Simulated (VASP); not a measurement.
# Band-edge properties of Pb2C (Fm-3m), part 2 of 3

Aim: the gap of Pb2C, the masses at its band edges and their response to strain. The cell is generated by rule, not measured, and may not be a known phase.

VASP 6.6.1, plane waves and PAW; the level of theory is named at each step.

So far. Step 3 (Bands on a dense mesh): At 142.0 GPa the cell is away from the equilibrium volume of this level: left free, it would expand.

The structure was built from a prototype and need not be the compound's stable phase.

### 4. Bands with spin-orbit coupling

This step: PBEsol, spin-orbit coupling; plane waves and PAW (C, Pb_d); invented cell (VASP 6.6.1).

Spin-orbit coupling can split and shift the band edges, more so for heavy elements, so the bands are solved again with spinors.

Input file INCAR:

```
SYSTEM = Pb2C
PREC = Accurate
ENCUT = 520
EDIFF = 1E-06
NELM = 100
ISMEAR = 0
SIGMA = 0.02
LREAL = .FALSE.
ALGO = Normal
GGA = PS
LNONCOLLINEAR = .TRUE.
MAGMOM = 0 0 0 0 0 0 0 0 0
NBANDS = 44
GGA_COMPAT = .FALSE.
LASPH = .TRUE.
LSORBIT = .TRUE.
LORBIT = 11
LWAVE = .FALSE.
LCHARG = .FALSE.
KPAR = 4
ISIF = 2
```

Input file POSCAR:

```
Pb2C
1.0
    0.0000000000      2.6760200000      2.6760200000
    2.6760200000      0.0000000000      2.6760200000
    2.6760200000      2.6760200000      0.0000000000
C Pb
1 2
Direct
    0.0000000000      0.0000000000      0.0000000000
    0.2500000000      0.2500000000      0.2500000000
    0.7500000000      0.7500000000      0.7500000000
```

Input file KPOINTS:

```
Automatic mesh
0
Gamma
10 10 10
0 0 0
```

Input file KPOINTS_OPT:

```
Line mode
16
Line-mode
Reciprocal
  0.00000000   0.00000000   0.00000000 GAMMA
  0.50000000   0.00000000   0.50000000 X

  0.50000000   0.00000000   0.50000000 X
  0.50000000   0.25000000   0.75000000 W

  0.50000000   0.25000000   0.75000000 W
  0.37500000   0.37500000   0.75000000 K

  0.37500000   0.37500000   0.75000000 K
  0.00000000   0.00000000   0.00000000 GAMMA

  0.00000000   0.00000000   0.00000000 GAMMA
  0.50000000   0.50000000   0.50000000 L

  0.50000000   0.50000000   0.50000000 L
  0.62500000   0.25000000   0.62500000 U

  0.62500000   0.25000000   0.62500000 U
  0.50000000   0.25000000   0.75000000 W

  0.50000000   0.25000000   0.75000000 W
  0.50000000   0.50000000   0.50000000 L

  0.50000000   0.50000000   0.50000000 L
  0.37500000   0.37500000   0.75000000 K

  0.62500000   0.25000000   0.62500000 U
  0.50000000   0.00000000   0.50000000 X
```

The projector-augmented-wave data sets are C and Pb_d (PBE family, release 64).

On the command line:

```sh
$ mpirun -np 4 vasp_ncl
```

The program printed:

```text
[... set-up lines as in an earlier step ...]
 entering main loop
       N       E                     dE             d eps       ncg     rms          rms(c)
DAV:   1     0.433713753491E+03    0.43371E+03   -0.15053E+04  4136   0.213E+03
DAV:   2     0.486976915229E+02   -0.38502E+03   -0.37129E+03  4140   0.553E+02
DAV:   3    -0.535318645582E+01   -0.54051E+02   -0.51302E+02  4720   0.232E+02
DAV:   4    -0.880993853236E+01   -0.34568E+01   -0.33379E+01  5488   0.598E+01
DAV:   5    -0.888802349712E+01   -0.78085E-01   -0.77970E-01  6416   0.949E+00    0.735E+00
DAV:   6    -0.682234470170E+01    0.20657E+01   -0.41838E+00  5760   0.334E+01    0.195E+00
DAV:   7    -0.684952224929E+01   -0.27178E-01   -0.11422E+00  4996   0.743E+00    0.152E+00
DAV:   8    -0.681218278079E+01    0.37339E-01   -0.10490E-01  6448   0.256E+00    0.543E-01
DAV:   9    -0.680361387739E+01    0.85689E-02   -0.97559E-03  6380   0.136E+00    0.207E-01
DAV:  10    -0.680352842176E+01    0.85456E-04   -0.19062E-03  6272   0.290E-01    0.704E-02
DAV:  11    -0.680348247759E+01    0.45944E-04   -0.12753E-04  5576   0.903E-02    0.176E-02
DAV:  12    -0.680347665048E+01    0.58271E-05   -0.20620E-05  6012   0.423E-02    0.646E-03
DAV:  13    -0.680347572110E+01    0.92937E-06   -0.42968E-06  5268   0.274E-02
   1 F= -.68034757E+01 E0= -.68033294E+01  d E =-.292604E-03  mag=    -0.0000    -0.0000    -0.0000
 Start KPOINTS_OPT (optional k-point list driver)
k-point batch [1-47\160]
       N       E                     dE             ncg
DAV:   1     0.228614951739E+05   -0.22727E+05     4136
DAV:   2     0.490358206972E+04   -0.17958E+05     4144
DAV:   3     0.246836375430E+04   -0.24352E+04     4840
DAV:   4     0.233565293434E+04   -0.13271E+03     5476
DAV:   5     0.233239646918E+04   -0.32565E+01     6536
DAV:   6     0.233234820078E+04   -0.48268E-01     6448
DAV:   7     0.233234709163E+04   -0.11092E-02     6560
DAV:   8     0.233234705820E+04   -0.33438E-04     6284
DAV:   9     0.233234705749E+04   -0.70181E-06     3592
[...]
k-point batch [142-160\160]
       N       E                     dE             ncg
DAV:   1     0.390537105696E+05   -0.13624E+05     1680
DAV:   2     0.317531345447E+05   -0.73006E+04     1672
DAV:   3     0.307932957571E+05   -0.95984E+03     1936
DAV:   4     0.307441415859E+05   -0.49154E+02     2212
DAV:   5     0.307430084361E+05   -0.11331E+01     2684
DAV:   6     0.307429921389E+05   -0.16297E-01     2556
DAV:   7     0.307429916987E+05   -0.44020E-03     2680
DAV:   8     0.307429916858E+05   -0.12848E-04     2536
DAV:   9     0.307429916856E+05   -0.28812E-06     1496
```

Wall time 1.7 min (4 MPI ranks of AMD EPYC 9R45, shared host); peak memory 1.4 GiB.

OUTCAR, selected parts (step 4):

```text
The static configuration has the point symmetry O_h .

 Found     47 irreducible k-points:

   k-points           NKPTS =     47   k-points in BZ     NKDIM =     47   number of bands    NBANDS=     44

   NELECT =      32.0000    total number of electrons

 E-fermi :  15.9220

 k-point     1 :       0.0000    0.0000    0.0000
  band No.  band energies     occupation
    ...
     32      13.3025      1.00000
     33      15.6529      1.00000
     34      15.6529      1.00000
     35      15.6529      1.00000
     36      15.6529      1.00000
     37      16.0961      0.00000
     38      16.0961      0.00000
     39      21.4717      0.00000
     40      21.4717      0.00000
     41      22.6714      0.00000
    ...

 k-point     2 :       0.1000    0.0000    0.0000
  band No.  band energies     occupation
    ...
     30      13.0266      1.00000
     31      14.1650      1.00000
     32      14.1650      1.00000
     33      14.7182      1.00000
     34      14.7182      1.00000
     35      16.0691      0.00000
     36      16.0691      0.00000
     37      18.1389      0.00000
     38      18.1389      0.00000
     39      21.3779      0.00000
    ...

  Total       33.5557452     33.5557452     33.5557452      0.0000000      0.0000000      0.0000000
  in kB     1402.7471988   1402.7471988   1402.7471988      0.0000000      0.0000000      0.0000000
  external PRESSURE =    1402.7471988 kB  Pullay stress =       0.0000000 kB

 POSITION                                       TOTAL-FORCE (eV/Angst)
 -----------------------------------------------------------------------------------
      0.00000      0.00000      0.00000         0.000000      0.000000     -0.000000
      1.33801      1.33801      1.33801        -0.000000     -0.000000      0.000000
      4.01403      4.01403      4.01403         0.000000      0.000000      0.000000
 -----------------------------------------------------------------------------------
    total drift:                                0.000000      0.000000      0.000000

  FREE ENERGIE OF THE ION-ELECTRON SYSTEM (eV)
  ---------------------------------------------------
  free  energy   TOTEN  =        -6.8034757211 eV

  energy  without entropy=       -6.8031831171  energy(sigma->0) =       -6.80332942

 Spin-Orbit-Coupling matrix elements
 Ion:    1  E_soc:     -0.0003367
 Ion:    2  E_soc:     -1.1288976
 Ion:    3  E_soc:     -1.1288976

 total charge
# of ion       s       p       d       tot
------------------------------------------
    1        1.045   1.382   0.000   2.427
    2        1.408   1.261   9.997  12.665
    3        1.408   1.261   9.997  12.665
--------------------------------------------------
tot          3.860   3.904  19.993  27.756

 magnetization (x)
# of ion       s       p       d       tot
------------------------------------------
    1       -0.000   0.000   0.000   0.000
    2        0.000   0.000   0.000   0.000
    3        0.000   0.000   0.000   0.000
--------------------------------------------------
tot          0.000   0.000   0.000   0.000

 magnetization (y)
# of ion       s       p       d       tot
------------------------------------------
    1       -0.000   0.000   0.000   0.000
    2       -0.000   0.000   0.000  -0.000
    3        0.000   0.000   0.000   0.000
--------------------------------------------------
tot         -0.000   0.000   0.000   0.000

 magnetization (z)
# of ion       s       p       d       tot
------------------------------------------
    1       -0.000  -0.000   0.000  -0.000
    2        0.000   0.000  -0.000   0.000
    3        0.000   0.000  -0.000   0.000
--------------------------------------------------
tot          0.000  -0.000  -0.000   0.000

[... 7 parts as in an earlier step ...]

[... 5 further parts left out ...]
```

LASPH is on here and off in the session's scalar semilocal runs, so a comparison with those holds both changes.

Numbers from this step:

| Property | Result |
| --- | --- |
| SCF cycles | 13 |
| bands | 44 |
| irreducible k-points | 47 |
| free energy (TOTEN) | -6.803 eV |
| energy at zero smearing | -6.803 eV |
| Fermi energy | 15.92 eV |
| pressure | 140.3 GPa |

The spin moment in the PAW sphere vanishes on all atoms.

On-site spin-orbit energy by atom:

```csv
atom,on-site spin-orbit energy (eV)
C1,0.00
Pb2,-1.13
Pb3,-1.13
```

Electronic bands along the path, in eV, zero at the Fermi level; # counts the bands kept, so #1 is VASP's band 23:

```csv
point,#9,#10,#11,#12,#13,#14,#15,#16
Γ,-2.62,-2.62,-0.27,-0.27,-0.27,-0.27,0.17,0.17
0.53 of the way,-2.11,-2.11,1.88,1.88,2.11,2.11,2.50,2.50
X,-2.74,-2.74,2.63,2.63,4.61,4.61,5.34,5.34
0.47 of the way,-1.77,-1.77,2.10,2.10,3.45,3.45,5.27,5.27
W,-0.18,-0.18,0.58,0.58,0.99,0.99,6.13,6.13
0.47 of the way,0.19,0.19,1.08,1.08,2.01,2.01,5.31,5.31
K,0.12,0.12,1.65,1.65,3.18,3.18,4.22,4.22
0.53 of the way,-1.02,-1.02,0.16,0.16,1.42,1.42,4.11,4.11
Γ,-2.62,-2.62,-0.27,-0.27,-0.27,-0.27,0.17,0.17
0.47 of the way,-0.59,-0.59,-0.31,-0.31,1.14,1.14,2.93,2.93
L,0.21,0.21,1.51,1.51,1.97,1.97,2.44,2.44
0.53 of the way,-0.09,-0.09,1.88,1.88,2.47,2.47,4.18,4.18
U,0.12,0.12,1.65,1.65,3.18,3.18,4.22,4.22
0.53 of the way,0.19,0.19,1.08,1.08,2.01,2.01,5.31,5.31
W,-0.18,-0.18,0.58,0.58,0.99,0.99,6.13,6.13
0.47 of the way,-0.63,-0.63,1.80,1.80,2.60,2.60,4.37,4.37
L,0.21,0.21,1.51,1.51,1.97,1.97,2.44,2.44
0.53 of the way,-0.09,-0.09,1.88,1.88,2.47,2.47,4.18,4.18
K,0.12,0.12,1.65,1.65,3.18,3.18,4.22,4.22
jump to U,0.12,0.12,1.65,1.65,3.18,3.18,4.22,4.22
0.47 of the way,-1.91,-1.91,2.32,2.32,4.14,4.14,4.83,4.83
X,-2.74,-2.74,2.63,2.63,4.61,4.61,5.34,5.34
```

Of the projections kept (C, Pb), the largest for each band there; the rest of the weight can lie on other orbitals:

```csv
point,#9,#10,#11,#12,#13,#14,#15,#16
Γ,C 0.66,C 0.66,Pb 1.00,Pb 1.00,Pb 1.00,Pb 1.00,Pb 1.00,Pb 1.00
X,Pb 0.67,Pb 0.67,C 0.77,C 0.77,C 0.58,C 0.58,C 0.52,C 0.52
W,Pb 0.64,Pb 0.64,Pb 0.65,Pb 0.65,C 0.57,C 0.57,Pb 0.64,Pb 0.64
K,Pb 0.63,Pb 0.63,C 0.63,C 0.63,Pb 0.56,Pb 0.56,Pb 0.57,Pb 0.57
Γ,C 0.66,C 0.66,Pb 1.00,Pb 1.00,Pb 1.00,Pb 1.00,Pb 1.00,Pb 1.00
L,Pb 1.00,Pb 1.00,Pb 1.00,Pb 1.00,Pb 0.77,Pb 0.77,C 0.57,C 0.57
```

### 5. Orbitals for bands with HSE06

This step: PBE; plane waves and PAW (C, Pb_d); invented cell (VASP 6.6.1).

The hybrid starts from PBE orbitals, which saves many expensive cycles.

Input file INCAR:

```
SYSTEM = Pb2C
PREC = Accurate
ENCUT = 520
EDIFF = 1E-05
NELM = 100
ISMEAR = 0
SIGMA = 0.02
LREAL = .FALSE.
ALGO = Normal
GGA = PE
NBANDS = 22
LORBIT = 11
LWAVE = .TRUE.
LCHARG = .FALSE.
KPAR = 4
```

POSCAR is that of step 4.

Input file KPOINTS:

```
Automatic mesh
0
Gamma
6 6 6
0 0 0
```

On the command line:

```sh
$ mpirun -np 4 vasp_std
```

The program printed:

```text
[banner, memory and clock lines left out]
running    4 mpi-ranks, on    1 nodes
 distrk:  each k-point on    1 cores,    4 groups
 distr:  one band on    1 cores,    1 groups

 POSCAR found type information on POSCAR C Pb
 POSCAR found :  2 types and       3 ions
 LDA part: xc-table for (Slater+PW92), standard interpolation
 POSCAR, INCAR and KPOINTS ok, starting setup
 FFT: planning ... GRIDC
 FFT: planning ... GRID_SOFT
 FFT: planning ... GRID
 WAVECAR not read
 entering main loop
       N       E                     dE             d eps       ncg     rms          rms(c)
DAV:   1     0.348728378534E+03    0.34873E+03   -0.16503E+04   704   0.214E+03
DAV:   2     0.224524078320E+02   -0.32628E+03   -0.31520E+03   716   0.477E+02
DAV:   3    -0.491834128535E+01   -0.27371E+02   -0.25865E+02   936   0.162E+02
DAV:   4    -0.580546236770E+01   -0.88712E+00   -0.88275E+00   830   0.279E+01
DAV:   5    -0.583527865049E+01   -0.29816E-01   -0.29811E-01  1012   0.482E+00    0.804E+00
DAV:   6    -0.350523712455E+01    0.23300E+01   -0.57498E+00  1058   0.345E+01    0.218E+00
DAV:   7    -0.349421843310E+01    0.11019E-01   -0.95421E-01   810   0.648E+00    0.156E+00
DAV:   8    -0.345915712452E+01    0.35061E-01   -0.13944E-01  1098   0.293E+00    0.467E-01
DAV:   9    -0.345014447542E+01    0.90126E-02   -0.12996E-02  1116   0.155E+00    0.161E-01
DAV:  10    -0.344992817169E+01    0.21630E-03   -0.40227E-03  1076   0.415E-01    0.282E-02
DAV:  11    -0.344994067337E+01   -0.12502E-04   -0.21411E-04   864   0.992E-02    0.342E-02
DAV:  12    -0.344993274500E+01    0.79284E-05   -0.10510E-05   566   0.372E-02
   1 F= -.34499327E+01 E0= -.34496261E+01  d E =-.613190E-03
 writing wavefunctions
```

The job ended after 3.2 s (4 MPI ranks; peak memory 0.52 GiB).

Parts of OUTCAR (step 5):

```text
   k-points           NKPTS =     16   k-points in BZ     NKDIM =     16   number of bands    NBANDS=     22

   NELECT =      32.0000    total number of electrons

 E-fermi :  16.3726

 k-point     1 :       0.0000    0.0000    0.0000
  band No.  band energies     occupation
    ...
     15      13.4433      2.00000
     16      14.9898      2.00000
     17      14.9898      2.00000
     18      14.9898      2.00000
     19      16.2855      2.00000
     20      22.5303      0.00000
     21      22.5303      0.00000
     22      22.5303      0.00000

  Total       35.8306351     35.8306351     35.8306351      0.0000000     -0.0000000      0.0000000
  in kB     1497.8455314   1497.8455314   1497.8455314      0.0000000     -0.0000000      0.0000000
  external PRESSURE =    1497.8455314 kB  Pullay stress =       0.0000000 kB

 POSITION                                       TOTAL-FORCE (eV/Angst)
 -----------------------------------------------------------------------------------
      0.00000      0.00000      0.00000         0.000000     -0.000000      0.000000
      1.33801      1.33801      1.33801        -0.000000     -0.000000     -0.000000
      4.01403      4.01403      4.01403         0.000000      0.000000      0.000000
 -----------------------------------------------------------------------------------
    total drift:                                0.000000      0.000000      0.000000

  FREE ENERGIE OF THE ION-ELECTRON SYSTEM (eV)
  ---------------------------------------------------
  free  energy   TOTEN  =        -3.4499327450 eV

  energy  without entropy=       -3.4493195545  energy(sigma->0) =       -3.44962615

[... 6 parts as in an earlier step ...]

[... 10 further parts left out ...]
```

The k-mesh is coarse for a metal.

Numbers from this step:

- SCF cycles: 12
- bands: 22
- irreducible k-points: 16
- free energy (TOTEN): -3.450 eV
- energy at zero smearing: -3.450 eV
- Fermi energy: 16.37 eV
- pressure: 149.8 GPa

The run ends at a pressure of 149.78 GPa.

(Continued in part 3 of 3.)

[Lines on the potential files, build, host, timing and source positions are cut from VASP's logs without a mark.]

[Logs are printed without paths, hosts, clocks, repeated set-up lines and the standing remarks that a program may print on its own settings, such as how far it seeks lower states.]

[Hosts, paths, dates, database ids (printed as entryN), source tags and the programs' standing remarks are cut or masked in the printed files.]

[In band tables of VASP the shares of atoms and orbitals are scaled to a sum of 1 inside the atoms' spheres.]

[Gaps and slopes under strain along one axis are those of the sampled path and mesh points; where strain splits equal valleys, another of them can be the edge.]
